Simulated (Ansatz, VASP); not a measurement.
**CaMoO4 in two plane-wave programs**

One calculation is typed for both programs; each brings its own data sets and cutoff. How far apart do they land? The cell is taken from a series of VASP runs on this material, whose earlier steps may have relaxed, scaled or displaced it; both programs get it as it stands.

Method: plane waves, with VASP 6.6.1 beside it; band structure at PBEsol and single point at PBEsol, in Ansatz 0.2.0.

## (1) Set-up

The structure is tetragonal, space group I4_1/a (No. 88). Conventional cell: a = 5.224 Å, b = 5.224 Å, c = 11.428 Å, α = 90.00°, β = 90.00°, γ = 90.00°. Nearest to Ca lie 8 O at 2.44 to 2.47 Å. Nearest to Mo lie 4 O at 1.78 Å. Nearest to O lie 1 Mo at 1.78 Å and 2 Ca at 2.44 to 2.47 Å. Farther neighbours and most contacts between anions are not listed.

## (2) VASP: band structure, PBEsol

Levels along a path test the potential and the projectors away from the mesh points.

Lines of VASP's logs that name or quote its potential files are left out, and so is its time.

INCAR

```
SYSTEM = CaMoO4
PREC = Accurate
ENCUT = 520
EDIFF = 1E-06
NELM = 100
ISMEAR = 0
SIGMA = 0.02
LREAL = .FALSE.
ALGO = Normal
GGA = PS
NBANDS = 76
LORBIT = 11
LWAVE = .FALSE.
LCHARG = .FALSE.
KPAR = 8
ISIF = 2
```

POSCAR

```
CaMoO4
1.0
   -2.6118000000      2.6118000000      5.7142500000
    2.6118000000     -2.6118000000      5.7142500000
    2.6118000000      2.6118000000     -5.7142500000
Ca Mo O
2 2 8
Direct
    0.7500000000      0.2500000000      0.5000000000
    0.0000000000      0.0000000000      0.0000000000
    0.2500000000      0.7500000000      0.5000000000
    0.5000000000      0.5000000000      0.0000000000
    0.5780598441      0.9852755757      0.8934705938
    0.7352755757      0.3418049819      0.9072157316
    0.0918049819      0.6845892503      0.1065294062
    0.4345892503      0.8280598441      0.0927842684
    0.1719401559      0.2647244243      0.6065294062
    0.0147244243      0.9081950181      0.5927842684
    0.6581950181      0.5654107497      0.3934705938
    0.3154107497      0.4219401559      0.4072157316
```

KPOINTS

```
Automatic mesh
0
Gamma
8 8 8
0 0 0
```

KPOINTS_OPT

```
Line mode
14
Line-mode
Reciprocal
  0.00000000   0.00000000   0.00000000 GAMMA
  0.50000000  -0.50000000   0.00000000 X

  0.50000000  -0.50000000   0.00000000 X
  0.50000000  -0.50000000   0.10445551 Y

  0.50000000  -0.50000000   0.10445551 Y
  0.30222776  -0.30222776   0.30222776 S

  0.30222776  -0.30222776   0.30222776 S
  0.00000000   0.00000000   0.00000000 GAMMA

  0.00000000   0.00000000   0.00000000 GAMMA
  0.50000000   0.50000000  -0.50000000 Z

  0.50000000   0.50000000  -0.50000000 Z
  0.69777224   0.30222776  -0.30222776 S1

  0.69777224   0.30222776  -0.30222776 S1
  0.50000000   0.00000000   0.00000000 N

  0.50000000   0.00000000   0.00000000 N
  0.75000000  -0.25000000  -0.25000000 P

  0.75000000  -0.25000000  -0.25000000 P
  0.89554449   0.10445551  -0.50000000 Y1

  0.89554449   0.10445551  -0.50000000 Y1
  0.50000000   0.50000000  -0.50000000 Z

  0.50000000  -0.50000000   0.00000000 X
  0.75000000  -0.25000000  -0.25000000 P
```

PAW data sets: Ca_sv, Mo_sv and O (PBE family, release 64).

Started as:

```sh
$ mpirun -np 8 vasp_std
```

Numbers of over 12 decimals in the logs are rounded to 6 here.

Log:

```text
[banner, memory and clock lines left out]
running    8 mpi-ranks, on    1 nodes
 distrk:  each k-point on    1 cores,    8 groups
 distr:  one band on    1 cores,    1 groups

 POSCAR found type information on POSCAR CaMoO
 POSCAR found :  3 types and      12 ions
|                                                                             |
|           W    W    AA    RRRRR   N    N  II  N    N   GGGG   !!!           |
|           W    W   A  A   R    R  NN   N  II  NN   N  G    G  !!!           |
|           W    W  A    A  R    R  N N  N  II  N N  N  G       !!!           |
|           W WW W  AAAAAA  RRRRR   N  N N  II  N  N N  G  GGG   !            |
|           WW  WW  A    A  R   R   N   NN  II  N   NN  G    G                |
|           W    W  A    A  R    R  N    N  II  N    N   GGGG   !!!           |
|                                                                             |
|     For optimal performance we recommend to set                             |
|       NCORE = 2 up to number-of-cores-per-socket                            |
|     NCORE specifies how many cores store one orbital (NPAR=cpu/NCORE).      |
|     This setting can greatly improve the performance of VASP for DFT.       |
|     The default, NCORE=1 might be grossly inefficient on modern             |
|     multi-core architectures or massively parallel machines. Do your        |
|     Unfortunately you need to use the default for GW and RPA                |
|     calculations (for HF NCORE is supported but not extensively tested      |
|     yet).                                                                   |
|                                                                             |

|                                                                             |
|               ----> ADVICE to this user running VASP <----                  |
|                                                                             |
|     You enforced a specific xc type in the INCAR file but a different       |
|     [... a line on the potential file left out ...]
|     I HOPE YOU KNOW WHAT YOU ARE DOING!                                     |
|                                                                             |

 LDA part: xc-table for (Slater+PW92), standard interpolation
 POSCAR, INCAR and KPOINTS ok, starting setup
 FFT: planning ... GRIDC
 FFT: planning ... GRID_SOFT
 FFT: planning ... GRID
 WAVECAR not read
 entering main loop
       N       E                     dE             d eps       ncg     rms          rms(c)
DAV:   1     0.977250521285E+03    0.97725E+03   -0.52231E+04 11864   0.128E+03
DAV:   2    -0.507169112889E+02   -0.10280E+04   -0.96831E+03 13108   0.389E+02
DAV:   3    -0.120371410657E+03   -0.69654E+02   -0.68794E+02 14580   0.106E+02
DAV:   4    -0.122151393759E+03   -0.17800E+01   -0.17669E+01 17648   0.136E+01
DAV:   5    -0.122188448180E+03   -0.37054E-01   -0.37040E-01 14800   0.186E+00    0.884E+01
DAV:   6    -0.103532997435E+03    0.18655E+02   -0.71321E+01 12352   0.439E+01    0.156E+01
DAV:   7    -0.101394323244E+03    0.21387E+01   -0.19508E+01 12308   0.230E+01    0.225E+01
DAV:   8    -0.100464032721E+03    0.93029E+00   -0.17526E+00 13104   0.758E+00    0.301E+00
DAV:   9    -0.100466392063E+03   -0.23593E-02   -0.79480E-02 13316   0.133E+00    0.112E+00
DAV:  10    -0.100460176266E+03    0.62158E-02   -0.24420E-02 13664   0.990E-01    0.531E-01
DAV:  11    -0.100459660139E+03    0.51613E-03   -0.51056E-03 14284   0.333E-01    0.123E-01
DAV:  12    -0.100459851171E+03   -0.19103E-03   -0.56089E-04 14084   0.119E-01    0.571E-02
DAV:  13    -0.100459843475E+03    0.76955E-05   -0.12961E-04 13820   0.512E-02    0.391E-02
DAV:  14    -0.100459840921E+03    0.25545E-05   -0.89792E-06 13804   0.154E-02    0.170E-02
DAV:  15    -0.100459841709E+03   -0.78808E-06   -0.43912E-06 10604   0.925E-03
   1 F= -.10045984E+03 E0= -.10045984E+03  d E =-.253850E-44
 Start KPOINTS_OPT (optional k-point list driver)
k-point batch [1-78\154]
       N       E                     dE             ncg
DAV:   1    -0.884199167749E+04   -0.13579E+06    11888
DAV:   2    -0.866535299490E+05   -0.77812E+05    13032
DAV:   3    -0.917469938517E+05   -0.50935E+04    14820
DAV:   4    -0.918906257782E+05   -0.14363E+03    18320
DAV:   5    -0.918931495251E+05   -0.25237E+01    14436
DAV:   6    -0.918932042113E+05   -0.54686E-01    16700
DAV:   7    -0.918932051228E+05   -0.91152E-03    14460
DAV:   8    -0.918932051363E+05   -0.13462E-04    12304
DAV:   9    -0.918932051370E+05   -0.71278E-06     8412
k-point batch [79-154\154]
       N       E                     dE             ncg
DAV:   1    -0.514811324617E+04   -0.18482E+06    11568
DAV:   2    -0.810946961384E+05   -0.75947E+05    12736
DAV:   3    -0.860468436481E+05   -0.49521E+04    14476
DAV:   4    -0.861826569861E+05   -0.13581E+03    17064
DAV:   5    -0.861847783809E+05   -0.21214E+01    14188
DAV:   6    -0.861848243403E+05   -0.45959E-01    15848
DAV:   7    -0.861848250190E+05   -0.67879E-03    14172
DAV:   8    -0.861848250293E+05   -0.10270E-04    11668
DAV:   9    -0.861848250299E+05   -0.58726E-06     8052
```

OUTCAR, selected parts (step 2):

```text
ion  position               nearest neighbor table
   1  0.750  0.250  0.500-   6 2.44   8 2.44  11 2.44   9 2.44   5 2.47  10 2.47  12 2.47   7 2.47

  LATTYP: Found a body centered tetragonal cell.
 ALAT       =     5.2236000000
 C/A-ratio  =     2.1878589479

 Subroutine GETGRP returns: Found  8 space group operations
 (whereof  4 operations were pure point group operations)

The static configuration has the point symmetry S_4 .
 The point group associated with its full space group is C_4h.

 Found     78 irreducible k-points:

   k-points           NKPTS =     78   k-points in BZ     NKDIM =     78   number of bands    NBANDS=     76

   dimension x,y,z NGX =    54 NGY =   54 NGZ =   54
   dimension x,y,z NGXF=   108 NGYF=  108 NGZF=  108

   ENCUT  =  520.0 eV  38.22 Ry    6.18 a.u.  12.65 12.65 12.65*2*pi/ulx,y,z

   NELECT =      96.0000    total number of electrons

 k-points in reciprocal lattice and weights: Automatic mesh
   0.00000000  0.00000000  0.00000000       0.002
   0.12500000  0.00000000 -0.00000000       0.016
   0.25000000  0.00000000 -0.00000000       0.016
   0.37500000  0.00000000  0.00000000       0.016
   0.50000000  0.00000000 -0.00000000       0.008
   0.12500000  0.12500000 -0.00000000       0.016
   0.25000000  0.12500000  0.00000000       0.016
  -0.25000000 -0.12500000  0.37500000       0.016
   0.37500000  0.12500000 -0.00000000       0.016
[...]
-0.37500000 -0.37500000  0.37500000       0.004
   0.50000000  0.50000000  0.50000000       0.002

 average (electrostatic) potential at core
       1 -43.8313       2 -43.8313       3 -78.9807       4 -78.9807       5 -71.1375
       6 -71.1375       7 -71.1375       8 -71.1375       9 -71.1375      10 -71.1375
      11 -71.1375      12 -71.1375

 E-fermi :   2.5729

 k-point     1 :       0.0000    0.0000    0.0000
  band No.  band energies     occupation
    ...
     44       1.2254      2.00000
     45       1.6897      2.00000
     46       2.0428      2.00000
     47       2.3804      2.00000
     48       2.3804      2.00000
     49       5.7447      0.00000
     50       6.1597      0.00000
     51       6.4790      0.00000
     52       6.5285      0.00000
     53       7.9026      0.00000
    ...

 k-point     2 :       0.1250    0.0000   -0.0000
  band No.  band energies     occupation
    ...
     44       1.3674      2.00000
     45       1.6432      2.00000
     46       2.0566      2.00000
     47       2.3229      2.00000
     48       2.3299      2.00000
     49       5.7886      0.00000
     50       6.1786      0.00000
     51       6.4875      0.00000
     52       6.5089      0.00000
     53       7.8917      0.00000
    ...

 k-point     3 :       0.2500    0.0000   -0.0000
  band No.  band energies     occupation
    ...
     44       1.5316      2.00000
     45       1.6473      2.00000
     46       2.0261      2.00000
     47       2.1917      2.00000
     48       2.2219      2.00000
     49       5.9052      0.00000
     50       6.2359      0.00000
     51       6.3987      0.00000
     52       6.5488      0.00000
     53       7.8416      0.00000
    ...

  Total       -0.9912597     -0.9912597     -1.5117435      0.0000000      0.0000000      0.0000000
  in kB      -10.1858901    -10.1858901    -15.5342261      0.0000001      0.0000000      0.0000000
  external PRESSURE =     -11.9686688 kB  Pullay stress =       0.0000000 kB

  energy-cutoff  :      520.00
  volume of cell :      155.92
      direct lattice vectors                 reciprocal lattice vectors
    -2.611800000  2.611800000  5.714250000     0.000000000  0.191438854  0.087500547
     2.611800000 -2.611800000  5.714250000     0.191438854  0.000000000  0.087500547
     2.611800000  2.611800000 -5.714250000     0.191438854  0.191438854  0.000000000

 POSITION                                       TOTAL-FORCE (eV/Angst)
 -----------------------------------------------------------------------------------
      0.00000      2.61180      2.85712         0.000000     -0.000000      0.000000
      0.00000      0.00000      0.00000         0.000000     -0.000000      0.000000
      2.61180      0.00000      2.85712         0.000000     -0.000000     -0.000000
      0.00000      0.00000      5.71425         0.000000     -0.000000      0.000000
      3.39713      1.27000      3.82778         0.000511     -0.000728     -0.001798
      1.34180      3.39713      0.97065         0.000728      0.000511     -0.001798
      1.82647     -1.27000      3.82778        -0.000511      0.000728     -0.001798
      1.27000     -0.78533      6.68490        -0.000728     -0.000511     -0.001798
      1.82647      1.34180     -0.97065        -0.000511      0.000728      0.001798
      3.88180     -0.78533      1.88647        -0.000728     -0.000511      0.001798
      0.78533      1.27000      4.74360         0.000511     -0.000728      0.001798
      1.34180      0.78533      1.88647         0.000728      0.000511      0.001798
 -----------------------------------------------------------------------------------
    total drift:                                0.000000     -0.000000      0.000000

  FREE ENERGIE OF THE ION-ELECTRON SYSTEM (eV)
  ---------------------------------------------------
  free  energy   TOTEN  =      -100.4598417091 eV

  energy  without entropy=     -100.4598417091  energy(sigma->0) =     -100.45984171

 total charge
# of ion       s       p       d       tot
------------------------------------------
    1        2.021   5.860   0.218   8.100
    2        2.021   5.860   0.218   8.100
    3        2.460   6.358   4.021  12.839
    4        2.460   6.358   4.021  12.839
    5        1.577   3.442   0.000   5.019
    6        1.577   3.442   0.000   5.019
    7        1.577   3.442   0.000   5.019
    8        1.577   3.442   0.000   5.019
    9        1.577   3.442   0.000   5.019
   10        1.577   3.442   0.000   5.019
   11        1.577   3.442   0.000   5.019
   12        1.577   3.442   0.000   5.019
--------------------------------------------------
tot         21.577  51.975   8.478  82.031

[... 3 further parts left out ...]
```

This run has no spin polarisation, so a moment on Mo, if there is one, isn't seen. LASPH is off, so gradient terms of the non-spherical density inside the spheres are left out; for open d or f shells this can shift gaps and moments.

[end of part 1 of 3]

[Lines on the potential files, build, host, timing and source positions are cut from VASP's logs without a mark.]

[Logs are printed without paths, hosts, clocks, repeated set-up lines and the standing remarks that a program may print on its own settings, such as how far it seeks lower states.]

[Hosts, paths, dates, database ids (printed as entryN), source tags and the programs' standing remarks are cut or masked in the printed files.]
